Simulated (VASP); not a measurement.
All values below come from AM05 GGA, VASP's PBE PAW potentials (set 64) (plane waves; VASP).

A VASP calculation is set up with these files.

POSCAR:
```
Tb
1
    1.8053411659    -3.1269421757     0.0000000000
    1.8053411659     3.1269421757     0.0000000000
    0.0000000000     0.0000000000     5.6371656618
Tb
2
Direct
  0.3333330000   0.6666670000   0.2500000000
  0.6666670000   0.3333330000   0.7500000000
```

**INCAR**
```
SYSTEM  =  Tb
PREC  =  Accurate; ENCUT  =  520; LREAL  =  .False.
LASPH  =  .True.
EDIFF  =  1E-7; NELM  =  100; ALGO  =  Normal
LMAXMIX  =  6
ISMEAR  =  1; SIGMA  =  0.1
GGA  =  AM
IBRION  =  2; NSW  =  30; ISIF  =  4
EDIFFG  =  -0.01
LWAVE  =  .False.; LCHARG  =  .False.
```

**KPOINTS**
```
Automatic mesh
0
Gamma
12 12 7
0 0 0
```

POTCAR, in this order: Tb_3 (PBE.64 set). Program: vasp_std.

The run wrote:

**OUTCAR**
```
 ion  position               nearest neighbor table
   1  0.333  0.667  0.250-   2 3.51   2 3.51   2 3.51   2 3.51   2 3.51   2 3.51
   2  0.667  0.333  0.750-   1 3.51   1 3.51   1 3.51   1 3.51   1 3.51   1 3.51
  LATTYP: Found a hexagonal cell.
 ALAT       =     3.6106819433
 C/A-ratio  =     1.5612468089
 Subroutine PRICEL returns:
 Original cell was already a primitive cell.
 Subroutine GETGRP returns: Found 24 space group operations
The static configuration has the point symmetry D_3d.
 The point group associated with its full space group is D_6h.
The dynamic configuration has the point symmetry D_3d.
 Subroutine INISYM returns: Found 24 space group operations
 Subroutine IBZKPT returns following result:
 Found     76 irreducible k-points:

 Following reciprocal coordinates:
            Coordinates               Weight
  0.000000  0.000000  0.000000      1.000000
  0.083333  0.000000  0.000000      6.000000
  0.166667 -0.000000  0.000000      6.000000
  0.250000  0.000000  0.000000      6.000000
  0.333333  0.000000  0.000000      6.000000
  0.416667  0.000000  0.000000      6.000000
  0.500000  0.000000  0.000000      3.000000
  0.083333  0.083333  0.000000      6.000000
  0.166667  0.083333  0.000000     12.000000
  0.250000  0.083333  0.000000     12.000000
  0.333333  0.083333  0.000000     12.000000
  0.416667  0.083333  0.000000     12.000000
  0.166667  0.166667  0.000000      6.000000
  0.250000  0.166667  0.000000     12.000000
  0.333333  0.166667  0.000000     12.000000
  0.416667  0.166667  0.000000      6.000000
  0.250000  0.250000  0.000000      6.000000
  0.333333  0.250000  0.000000     12.000000
  0.333333  0.333333  0.000000      2.000000
  0.000000  0.000000  0.142857      2.000000
  0.083333  0.000000  0.142857     12.000000
  0.166667 -0.000000  0.142857     12.000000
  0.250000  0.000000  0.142857     12.000000
  0.333333  0.000000  0.142857     12.000000
  0.416667  0.000000  0.142857     12.000000
  0.500000  0.000000  0.142857      6.000000
  0.083333  0.083333  0.142857     12.000000
  0.166667  0.083333  0.142857     24.000000
  0.250000  0.083333  0.142857     24.000000
  0.333333  0.083333  0.142857     24.000000
  0.416667  0.083333  0.142857     24.000000
  0.166667  0.166667  0.142857     12.000000
  0.250000  0.166667  0.142857     24.000000
  0.333333  0.166667  0.142857     24.000000
  0.416667  0.166667  0.142857     12.000000
  0.250000  0.250000  0.142857     12.000000
  0.333333  0.250000  0.142857     24.000000
  0.333333  0.333333  0.142857      4.000000
  0.000000  0.000000  0.285714      2.000000
  0.083333  0.000000  0.285714     12.000000
   k-points           NKPTS =     76   k-points in BZ     NKDIM =     76   number of bands    NBANDS=     13
   number of dos      NEDOS =    301   number of ions     NIONS =      2
   total plane-waves  NPLWV =  32928
   dimension x,y,z NGX =    28 NGY =   28 NGZ =   42
   dimension x,y,z NGXF=    56 NGYF=   56 NGZF=   84
   ions per type =               2
   PREC   = accura    normal or accurate (medium, high low for compatibility)
   ISTART =      0    job   : 0-new  1-cont  2-samecut
   ICHARG =      2    charge: 1-file 2-atom 10-const
   ISPIN  =      1    spin polarized calculation?
   LNONCOLLINEAR =      F non collinear calculations
   LSORBIT =      F    spin-orbit coupling
   INIWAV =      1    electr: 0-lowe 1-rand  2-diag
   ENCUT  =  520.0 eV  38.22 Ry    6.18 a.u.   6.71  6.71 10.48*2*pi/ulx,y,z
   NELM   =    100;   NELMIN=  2; NELMDL= -5     # of ELM steps
   EDIFF  = 0.1E-06   stopping-criterion for ELM
   LREAL  =      F    real-space projection
...
```

File OSZICAR:
```
       N       E                     dE             d eps       ncg     rms          rms(c)
DAV:   1     0.422907771564E+02    0.42291E+02   -0.89134E+03  1976   0.123E+03
DAV:   2    -0.736690210514E+01   -0.49658E+02   -0.48595E+02  2106   0.258E+02
DAV:   3    -0.946987057633E+01   -0.21030E+01   -0.19736E+01  2684   0.311E+01
DAV:   4    -0.952055262216E+01   -0.50682E-01   -0.45702E-01  2289   0.456E+00
DAV:   5    -0.952207554878E+01   -0.15229E-02   -0.15171E-02  2764   0.620E-01    0.238E+01
DAV:   6    -0.951462526782E+01    0.74503E-02   -0.24669E-02  2301   0.129E+00    0.142E+01
DAV:   7    -0.951731565184E+01   -0.26904E-02   -0.45300E-02  2271   0.175E+00    0.204E-01
DAV:   8    -0.951686911293E+01    0.44654E-03   -0.23598E-03  2341   0.397E-01    0.649E-02
DAV:   9    -0.951685887330E+01    0.10240E-04   -0.24601E-04  2431   0.125E-01    0.349E-02
DAV:  10    -0.951685533681E+01    0.35365E-05   -0.32061E-05  2341   0.419E-02    0.356E-02
DAV:  11    -0.951685479899E+01    0.53782E-06   -0.43029E-06  2296   0.169E-02    0.122E-03
DAV:  12    -0.951685485646E+01   -0.57464E-07   -0.28977E-07  2456   0.452E-03
   1 F= -.95168549E+01 E0= -.95167912E+01  d E =-.951685E+01
       N       E                     dE             d eps       ncg     rms          rms(c)
DAV:   1    -0.951742182792E+01   -0.56703E-03   -0.20476E-02  2006   0.106E+00    0.910E-02
DAV:   2    -0.951714395882E+01    0.27787E-03   -0.35809E-04  2351   0.161E-01    0.556E-02
DAV:   3    -0.951702849930E+01    0.11546E-03   -0.14995E-04  2447   0.952E-02    0.306E-02
DAV:   4    -0.951702819451E+01    0.30480E-06   -0.23167E-05  2479   0.363E-02    0.138E-02
DAV:   5    -0.951702809773E+01    0.96774E-07   -0.55778E-07  2392   0.584E-03
   2 F= -.95170281E+01 E0= -.95169118E+01  d E =-.173241E-03
       N       E                     dE             d eps       ncg     rms          rms(c)
DAV:   1    -0.951765904058E+01   -0.63085E-03   -0.30863E-02  1991   0.130E+00    0.112E-01
DAV:   2    -0.951723668356E+01    0.42236E-03   -0.54161E-04  2311   0.198E-01    0.690E-02
DAV:   3    -0.951706305689E+01    0.17363E-03   -0.22544E-04  2425   0.116E-01    0.387E-02
DAV:   4    -0.951706253746E+01    0.51944E-06   -0.34706E-05  2474   0.445E-02    0.170E-02
DAV:   5    -0.951706240724E+01    0.13021E-06   -0.85679E-07  2592   0.723E-03    0.239E-03
DAV:   6    -0.951706236137E+01    0.45874E-07   -0.86018E-08  1383   0.230E-03
   3 F= -.95170624E+01 E0= -.95168663E+01  d E =-.207505E-03
```

OUTCAR:
```
------------------------ aborting loop because EDIFF is reached ----------------------------------------
  FORCE on cell =-STRESS in cart. coord.  units (eV):
  Direction    XX          YY          ZZ          XY          YZ          ZX
  --------------------------------------------------------------------------------------
  Total       -0.4875415     -0.4875414     -0.5145845      0.0000000      0.0000000      0.0000000
  in kB      -12.2730432    -12.2730399    -12.9538038      0.0000000      0.0000000      0.0000000
  external PRESSURE =     -12.4999623 kB  Pullay stress =       0.0000000 kB
  volume of cell :       63.65
      direct lattice vectors                 reciprocal lattice vectors
     1.801405282 -3.120125051 -0.000000000     0.277561083 -0.160249987  0.000000000
     1.801405282  3.120125051 -0.000000000     0.277561083  0.160249987 -0.000000000
     0.000000000  0.000000000  5.661825774     0.000000000  0.000000000  0.176621472
 POSITION                                       TOTAL-FORCE (eV/Angst)
 -----------------------------------------------------------------------------------
      1.80141      1.04004      1.41546        -0.000000     -0.000000     -0.000000
      1.80141     -1.04004      4.24637         0.000000      0.000000      0.000000
 -----------------------------------------------------------------------------------
    total drift:                                0.000003      0.000108     -0.000011
  FREE ENERGIE OF THE ION-ELECTRON SYSTEM (eV)
  ---------------------------------------------------
  free  energy   TOTEN  =        -9.5170623614 eV

  energy  without entropy=       -9.5164742740  energy(sigma->0) =       -9.51686633

 reached required accuracy - stopping structural energy minimisation
```
(Selected blocks of OUTCAR.)

CONTCAR:
```
Tb
   1.00000000000000
     1.8014052815398636   -3.1201250507886678   -0.0000000000000000
     1.8014052815398636    3.1201250507886678   -0.0000000000000000
     0.0000000000000000    0.0000000000000000    5.6618257742530931
  Tb
     2
Direct
     0.3333330000000032    0.6666669999999968    0.2500000000000000
     0.6666669999999968    0.3333330000000032    0.7500000000000000
```

**OUTCAR**
```
 val. band max:        3.1557908893   @ k =   0.2500   0.0000   0.0000

 cond. band min:       3.1592918977   @ k =   0.2500   0.1667   0.4286


 Fermi energy:         3.1573135344

 k-point     1 :       0.0000    0.0000    0.0000
  band No.  band energies     occupation
      1     -19.7936      2.00000
      2     -19.1575      2.00000
      3     -19.1575      2.00000
      4     -19.0385      2.00000
      5     -19.0385      2.00000
      6     -18.9937      2.00000
      7      -1.7968      2.00000
      8       1.0126      2.00000
      9       4.5694     -0.00000
     10       4.9265     -0.00000
     11       4.9265     -0.00000
     12       5.2614      0.00000
     13       5.6308      0.00000

 k-point     2 :       0.0833    0.0000    0.0000
  band No.  band energies     occupation
      1     -19.7772      2.00000
      2     -19.1918      2.00000
      3     -19.1691      2.00000
      4     -19.0750      2.00000
      5     -19.0429      2.00000
      6     -19.0015      2.00000
      7      -1.6278      2.00000
      8       1.1758      2.00000
      9       4.3412     -0.00000
     10       4.5215     -0.00000
     11       5.0875     -0.00000
     12       5.4275      0.00000
     13       5.5750      0.00000

 k-point     3 :       0.1667   -0.0000    0.0000
  band No.  band energies     occupation
      1     -19.7302      2.00000
      2     -19.2856      2.00000
      3     -19.1998      2.00000
      4     -19.1717      2.00000
      5     -19.0557      2.00000
      6     -19.0248      2.00000
      7      -1.1478      2.00000
      8       1.6067      2.00000
      9       3.7862     -0.00000
     10       3.9334     -0.00000
     11       5.0042     -0.00000
     12       5.5437      0.00000
     13       5.5625      0.00000

 k-point     4 :       0.2500    0.0000    0.0000
  band No.  band energies     occupation
      1     -19.6590      2.00000
      2     -19.4139      2.00000
      3     -19.2974      2.00000
...
```

The 4f electrons are frozen in the core of the lanthanide potential, so 4f levels, which can set the real gap, and their magnetism are missing.

The compound is Tb in the hcp structure. This cell is one point of a volume scan, at 1.03 of the reference volume. Symmetry was kept, so distortions that lower it aren't found.
